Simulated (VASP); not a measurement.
VASP runs on CsPbCl$_{3}$ (space group Pm-3m) share one base input (PBE GGA, plane waves, VASP's PBE PAW potentials (set 64)) and change the settings named in each case.

### KPOINTS
```
Automatic
0
Gamma
5 5 5
```

**INCAR**
```
! general
SYSTEM =CsPbCl3
PREC   =Accurate
ENCUT  =300
LREAL  =.FALSE.
LASPH  =.TRUE.

! electronic loop
EDIFF  =1E-6
NELM   =100
ALGO   =Normal
LMAXMIX=4

! smearing
ISMEAR =-1
SIGMA  =0.02

! functional
GGA    =PE

! ions
ISIF   =2

! output
LWAVE  =.FALSE.
LCHARG =.FALSE.
```

### POSCAR
```
CsPbCl3
5.710980
  1.0000000000   0.0000000000   0.0000000000
  0.0000000000   1.0000000000   0.0000000000
  0.0000000000   0.0000000000   1.0000000000
Cs Pb Cl
1 1 3
Cartesian
  0.0000000000   0.0000000000   0.0000000000
  0.5000000000   0.5000000000   0.5000000000
  0.5000000000   0.0000000000   0.5000000000
  0.0000000000   0.5000000000   0.5000000000
  0.5000000000   0.5000000000   0.0000000000
```

POTCAR, in this order: Cs_sv Pb_d Cl (PBE.64 set). Program: vasp_std.

| change | E(σ→0) (eV/atom) | pressure (GPa) |
|---|---|---|
| base run | -3.5127 | -0.05 |
| GGA removed, POTCAR Cs_sv Pb_d Cl (LDA.64 set) | -3.8585 | (withheld) |
| GGA_COMPAT = .FALSE., LNONCOLLINEAR = .TRUE., LSORBIT = .TRUE., MAGMOM = 0.0 0.0 0.0 0.0 0.0 0.0 0.0 0.0 0.0 0.0 0.0 0.0 0.0 0.0 0.0, program vasp_ncl | -3.6122 | (withheld) |
| KPOINTS 2×2×2 Γ-centred mesh | -3.4117 | 1.04 |

Some entries are withheld; supply them.

- GGA removed, POTCAR Cs_sv Pb_d Cl (LDA.64 set), pressure (GPa): -2.66
- GGA_COMPAT = .FALSE., LNONCOLLINEAR = .TRUE., LSORBIT = .TRUE., MAGMOM = 0.0 0.0 0.0 0.0 0.0 0.0 0.0 0.0 0.0 0.0 0.0 0.0 0.0 0.0 0.0, program vasp_ncl, pressure (GPa): -0.14

Energies of different potentials or functionals have different zeros.  Unless said otherwise, spin-orbit coupling is left out, though it shifts the bands of the heavy elements here. At 300 eV the pressure can carry a Pulay error.

Left out are runs that ran out of time, are held back, or changed the cell or the kind of run, fixed moments of cells without a moment, rows past the twelfth, gaps on odd meshes, pressures of charged cells and columns that move by less than the noise.

The structure is a typed CsPbCl3 crystal (Pm-3m). The cell was not relaxed at this level, its lattice was scaled by up to 2.5 %.
